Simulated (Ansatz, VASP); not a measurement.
# MoW3S8 in two plane-wave programs

Wanted: the spread between two codes on one cell, functional and k mesh. The structure shown is the end of the Ansatz relaxation below.

Program: Ansatz 0.2.0. Level of theory: plane waves, with VASP 6.6.1 beside it; single point at PBEsol. Results are calculated unless marked as measured.

**1. Starting point**

The cell holds 12 atoms: 3 W, 1 Mo and 8 S. Cell: a = 6.291 Å, b = 6.291 Å, c = 18.130 Å, α = 90.0°, β = 90.0°, γ = 120.0°. Vacuum lies along c.

**2. Ansatz: relaxation, PBEsol**

Ansatz runs on its PAW soft_1 files.

This run makes the geometry at which the two programs are then compared.

Input file input.yaml:

```yaml
crystal:
  lattice:
    - [6.338, 0.0, 0.0]
    - [-3.169, 5.48886901, 0.0]
    - [0.0, 0.0, 18.130296]
  atoms:
    - { symbol: W, position: [0.33333333, 0.16666667, 0.5] }
    - { symbol: W, position: [0.33333333, 0.66666667, 0.5] }
    - { symbol: W, position: [0.83333333, 0.16666667, 0.5] }
    - { symbol: Mo, position: [0.83333333, 0.66666667, 0.5] }
    - { symbol: S, position: [0.16666667, 0.33333333, 0.41367223] }
    - { symbol: S, position: [0.16666667, 0.33333333, 0.58632777] }
    - { symbol: S, position: [0.16666667, 0.83333333, 0.41367223] }
    - { symbol: S, position: [0.16666667, 0.83333333, 0.58632777] }
    - { symbol: S, position: [0.66666667, 0.33333333, 0.41367223] }
    - { symbol: S, position: [0.66666667, 0.33333333, 0.58632777] }
    - { symbol: S, position: [0.66666667, 0.83333333, 0.41367223] }
    - { symbol: S, position: [0.66666667, 0.83333333, 0.58632777] }
kpoints:
  mp_grid: { grid: [5, 5, 2] }
scf:
  occupations: { method: fermi_dirac, width: 0.02 }
hamiltonian:
  xc: pbesol
  pseudopotentials: { kind: paw, azcp: { folder: soft_1 }, xc_functional: pbe }
basis:
  ecutwfc: 600
output:
  forces: true
  stress: true
  write_density: true
  write_potential: true
  elf: true
  volumetric_format: npy
relax:
  f_tol: 0.005
  max_steps: 70
  cell: { stress_tol: 0.02, p_target: 0, fix: [c, alpha, beta, gamma] }
```

The run is started by

```console
$ ansatz run input.yaml --threads 4 --pin off --max-ram 10240MiB --backend cpu --events-out ev --progress --plain --runs-dir out
```

Numbers of over 12 decimals in the logs are rounded to 6 here.

Log:

```text
Warning: crystal.symmetry: narrowed to the stabiliser of the fixed cell quantities (relax.cell.fix) — unitary ops 12 → 4. The narrowing is safe, since a smaller group never makes results wrong: the run goes on under it, on as many k-points as the starting group would need, or more. Excluded: 8 operations that would move a fixed cell quantity at a test strain (relax.cell.fix fixes c, alpha, beta, gamma). The cell can leave their symmetry as it relaxes.
Engine: ansatz 0.2.0, aarch64-unknown-linux-gnu
Pseudopotentials: kind: paw
Pseudopotential: W, paw, valence charge 14, recommended cutoff 420 eV (normal), soft_1/W.paw.azcp
Pseudopotential: Mo, paw, valence charge 14, recommended cutoff 420 eV (normal), soft_1/Mo.paw.azcp
Pseudopotential: S, paw, valence charge 6, recommended cutoff 420 eV (normal), soft_1/S.paw.azcp
Functional definition: PBEsol
  exchange = pbesol_x
  correlation = pbesol_c
Crystal: 12 atoms, lattice volume = 630.725 Å³
Basis set: ecut = 600 eV, 21073 PW (Γ), exchange–correlation on 108×108×300 points (8 copies of the dense FFT grid, shifted against one another)
Bands: 64, of which v1, the nominal top of the filled ones, is band 52 counted from 1 (51 counted from 0)
Symmetry: 4 space group operations
k-points: 18 of 50 (time reversal used)
Non-local potential: W, projectors of the file, l = 0: 3, l = 1: 2, l = 2: 2, l = 3: 1
Non-local potential: Mo, projectors of the file, l = 0: 3, l = 1: 2, l = 2: 2, l = 3: 1
Non-local potential: S, projectors of the file, l = 0: 2, l = 1: 2, l = 2: 1
PAW form: soft (Blöchl's): semilocal exchange-correlation on the pseudo side does not see the compensation charge
PAW frozen core: W, regenerated for the run's functional, and the local potential with it (the file was generated under x = pbe(κ = 0.804, μ = 0.219515), c = pbe(β = 0.066725))
PAW frozen core: Mo, regenerated for the run's functional, and the local potential with it (the file was generated under x = pbe(κ = 0.804, μ = 0.219515), c = pbe(β = 0.066725))
PAW frozen core: S, regenerated for the run's functional, and the local potential with it (the file was generated under x = pbe(κ = 0.804, μ = 0.219515), c = pbe(β = 0.066725))
PAW one-centre angular grid: W, 590 points (default); XC on 64 Gauss nodes
PAW one-centre angular grid: Mo, 590 points (default); XC on 64 Gauss nodes
PAW one-centre angular grid: S, 110 points (default); XC on 64 Gauss nodes
Initial density: superposition of atomic densities (neutral atoms: chi_scale 0, normalization atom)
Initial wavefunctions: pseudopotential atomic-orbital guess
Functional: x = pbesol(κ = 0.804, μ = 0.123457), c = pbesol(β = 0.046)
SCF iter   1: F=—  HF=-42763.401741 eV  |F-HF|=—  |Δ(HF+E_count)|=         —  Δρ=3.64e-2  dr2=1.27e1  ethr=3.10e-3  ⟨swp⟩=8.9  Hψ=6158  notcnv=0
preconditioner: auto → Resta (q_TF=auto, 2.020 Å⁻¹)  ε∞=3.1  [insulator: Δε(μ)=1.932 eV  Ē_g=8.632 eV  σ=0.020 eV  W_gap=1.00  n_scr=82 (ndim 8)  ℏωp=12.5 eV  f_vac=0.622  D(μ)=0.00/eV (n_scr^D=0)  ε∞_Penn≈3.1  vacuum switching on, ρ_ref=5.4e-3 e/Å³]
SCF iter   2: F=—  HF=-42762.115438 eV  |F-HF|=—  |Δ(HF+E_count)|=    1.29e0  Δρ=2.97e-2  dr2=1.47e1  ethr=3.10e-3  ⟨swp⟩=4.0  Hψ=2898  notcnv=0  defer=98
SCF iter   3: F=—  HF=-42760.693777 eV  |F-HF|=—  |Δ(HF+E_count)|=    1.42e0  Δρ=1.31e-2  dr2=1.56e0  ethr=3.10e-3  ⟨swp⟩=4.0  Hψ=2990  notcnv=0  defer=80
SCF iter   4: F=—  HF=-42760.418612 eV  |F-HF|=—  |Δ(HF+E_count)|=   2.75e-1  Δρ=4.95e-3  dr2=1.92e-1  ethr=1.50e-3  ⟨swp⟩=3.0  Hψ=1778  notcnv=0  defer=80
SCF iter   5: F=—  HF=-42760.384210 eV  |F-HF|=—  |Δ(HF+E_count)|=   3.44e-2  Δρ=1.87e-3  dr2=1.93e-2  ethr=1.85e-4  ⟨swp⟩=3.3  Hψ=2221  notcnv=0  defer=80
SCF iter   6: F=—  HF=-42760.384954 eV  |F-HF|=—  |Δ(HF+E_count)|=   7.43e-4  Δρ=4.39e-4  dr2=2.21e-3  ethr=1.85e-5  ⟨swp⟩=2.3  Hψ=1918  notcnv=0  defer=80
SCF iter   7: F=—  HF=-42760.385413 eV  |F-HF|=—  |Δ(HF+E_count)|=   4.59e-4  Δρ=1.25e-4  dr2=2.25e-4  ethr=2.13e-6  ⟨swp⟩=2.4  Hψ=1713  notcnv=0  defer=80
SCF iter   8: F=—  HF=-42760.385511 eV  |F-HF|=—  |Δ(HF+E_count)|=   9.76e-5  Δρ=6.43e-5  dr2=4.44e-5  ethr=2.17e-7  ⟨swp⟩=2.0  Hψ=1667  notcnv=0  defer=80
SCF iter   9: F=—  HF=-42760.385390 eV  |F-HF|=—  |Δ(HF+E_count)|=   1.21e-4  Δρ=2.18e-5  dr2=6.38e-6  ethr=4.27e-8  ⟨swp⟩=2.1  Hψ=1596  notcnv=0  defer=80
SCF iter  10: F=—  HF=-42760.385390 eV  |F-HF|=—  |Δ(HF+E_count)|=   4.99e-7  Δρ=1.86e-5  dr2=6.49e-6  ethr=6.13e-9  ⟨swp⟩=2.5  Hψ=2009  notcnv=0  defer=80
SCF iter  11: F=—  HF=-42760.385390 eV  |F-HF|=—  |Δ(HF+E_count)|=   7.48e-7  Δρ=4.61e-6  dr2=2.81e-7  ethr=6.13e-9  ⟨swp⟩=2.0  Hψ=1435  notcnv=0  defer=80
SCF iter  12: F=-42760.385390 eV  HF=-42760.385390 eV  |F-HF|=4.57e-9  |Δ(HF+E_count)|=   1.04e-8  Δρ=1.31e-6  dr2=1.71e-8  ethr=9.62e-11  ⟨swp⟩=12.1  Hψ=9350  notcnv=0
SCF 1 converged in 12 iterations: F = -42760.385390 eV  dr2 = 1.71e-8
[...]
SCF 5 converged in 8 iterations: F = -42760.415737 eV  dr2 = 1.47e-12
relax step   5: F+E_penalty+E_count = -42760.41573743 eV  Δ(F+E_penalty+E_count) = +7.743e-5 eV  max|allowed force component| = 4.167e-3 eV/Å  Δτ_max = 0.0000 Å  P = -0.007 GPa  Ω = 621.316 Å³  fix = [c, alpha, beta, gamma]  reactions: c -0.010 GPa; gamma -0.000 GPa/rad  stress off target by 5.76e-3 GPa on what of the cell is left free  SCF on the basis re-selected at this cell (its energy is not comparable with the rows above)  (8 SCF iters)
basis re-selected at this cell: Δ(F+E_penalty+E_count) = +7.743e-5 eV, ΔP = -0.000 GPa vs the last step (what re-selecting the basis moved, of the pressure what is left beyond the Pulay correction that the steps carried, after the strain that the cell walked since its last selection, with what the two solves' SCF thresholds leave and, on support functions, any second-order correction that the steps lacked; it is no m [...]
WARN: The output density's exchange-correlation potential varies sharply where the density is thin. Do not read a vacuum level from v_tot or v_xc, or from such a field of the output density. On a cell that repeats whose density bears no net charge and no dipole along the vacuum's axis use v_es (v_loc + v_h of the components); under efield.dipole_correction with no amplitude use v_es + v_field, which holds any externa [...]
SCF converged after 8 iterations
Free energy (F): -42760.415737 eV
Harris-Foulkes:  -42760.415737 eV  (|F-HF|=4.37e-11)
Internal energy: -42760.415737 eV  (E = F + TS)
E sigma→0 (E₀):  -42760.415737 eV
Fermi energy:    0.798633 eV
--- Per-component energies (eV) ---
  E_band       = -1856.633919
  E_kinetic    = 2539.731935
  E_local      = -56008.747452  (includes V_loc(G=0)·N_el)
  E_nonlocal   = 359.656198
  E_hartree    = 26780.264517
  E_xc         = -1680.113899
  E_vxc        = -1577.274413  (∫ρ·V_xc dr)
  E_paw        = -33245.781368  (= ΣΔE_a)
  E_vpaw       = -730.529468  (= ΣTr[D̂ρ^β])
  E_aug_tail   = 0.000110  (compensation charges beyond the density's cutoff)
  E_ewald      = 18493.203753
  E_core_change = 1.370468  (= ΣΔE_core)
  E_smearing   = -0.000000  (= −TS)
  E_closure    = -0.000000  (closes the sum)
  Σ components = -42760.415737   (vs F -42760.415737, Δ=0.00e0)
--- Forces (eV/Å), atoms counted from 1 ---
  atom   1  W     -0.00005519     0.00003186    -0.00000000
  atom   2  W     -0.00000025    -0.00006305    -0.00000000
  atom   3  W      0.00005447     0.00003174    -0.00000000
  atom   4  Mo    -0.00000099     0.00000057     0.00000000
  atom   5  S      0.00000977    -0.00000564    -0.00066056
  atom   6  S      0.00000977    -0.00000564     0.00066056
  atom   7  S      0.00017464     0.00011153     0.00416700
  atom   8  S      0.00017464     0.00011153    -0.00416700
  atom   9  S     -0.00000927    -0.00020701     0.00416700
  atom  10  S     -0.00000927    -0.00020701    -0.00416700
  atom  11  S     -0.00017415     0.00010055     0.00415646
  atom  12  S     -0.00017415     0.00010055    -0.00415646
  max |Σ_I F_I| component: 5.85e-10 eV/Å
--- Stress (GPa, compression-positive) ---
       -0.005759       0.000000      -0.000000
        0.000000      -0.005759      -0.000000
       -0.000000      -0.000000      -0.009549
  P = ⅓ Tr σ = -0.0070 GPa (-0.070 kbar)
--- Band table (eV; the first three rows and the last of 18) ---
  k-point 0: bands = [... 48 lower, -1.0546, -0.9666, -0.9666, -0.2384, 2.5385, 2.5385, 2.8130, 2.8130, ... 8 higher]
  k-point 1: bands = [... 48 lower, -1.0546, -0.9666, -0.9666, -0.2384, 2.5385, 2.5385, 2.8130, 2.8130, ... 8 higher]
  k-point 2: bands = [... 48 lower, -1.2389, -0.7685, -0.7176, -0.3113, 2.4302, 2.4308, 2.6577, 2.6683, ... 8 higher]
  k-point 17: bands = [... 48 lower, -1.2559, -0.7409, -0.6922, -0.6839, 2.0873, 2.2752, 2.2926, 2.4055, ... 8 higher]
--- Relaxed structure (4 steps of the walk, 4 accepted, 1 SCFs on fresh bases) ---
  F+E_penalty+E_count = -42760.41573743 eV   max|allowed force component| = 4.167e-3 eV/Å   (the final SCF, on the basis selected at the relaxed cell)
  cell:  # Å, volume = 621.3163 Å³
    - [6.290550, 4.4614213358099235e-19, 0.0]
    - [-3.145275, 5.447776, 0.0]
    - [0.0, 0.0, 18.130296]
  atoms:
    - { symbol: W, position: [0.333799, 0.166201, 0.500000] }
    - { symbol: W, position: [0.333799, 0.667597, 0.500000] }
    - { symbol: W, position: [0.832403, 0.166201, 0.500000] }
    - { symbol: Mo, position: [0.833333, 0.666667, 0.500000] }
    - { symbol: S, position: [0.166667, 0.333333, 0.413746] }
    - { symbol: S, position: [0.166667, 0.333333, 0.586254] }
    - { symbol: S, position: [0.166639, 0.833319, 0.413706] }
    - { symbol: S, position: [0.166639, 0.833319, 0.586294] }
    - { symbol: S, position: [0.666681, 0.333361, 0.413706] }
    - { symbol: S, position: [0.666681, 0.333361, 0.586294] }
    - { symbol: S, position: [0.666680, 0.833320, 0.413706] }
    - { symbol: S, position: [0.666680, 0.833320, 0.586294] }
```

In the SCF lines HF is the Harris–Foulkes energy and dr2 the Hartree energy of the density residual, in eV; the loop may stop once dr2 is under the threshold and the program's other checks hold. Hψ counts applications of the Hamiltonian.

[end of part 1 of 2]

[Lines on the potential files, build, host, timing and source positions are cut from VASP's logs without a mark.]

[Logs are printed without paths, hosts, clocks, repeated set-up lines and the standing remarks that a program may print on its own settings, such as how far it seeks lower states.]

[Hosts, paths, dates, database ids (printed as entryN), source tags and the programs' standing remarks are cut or masked in the printed files.]
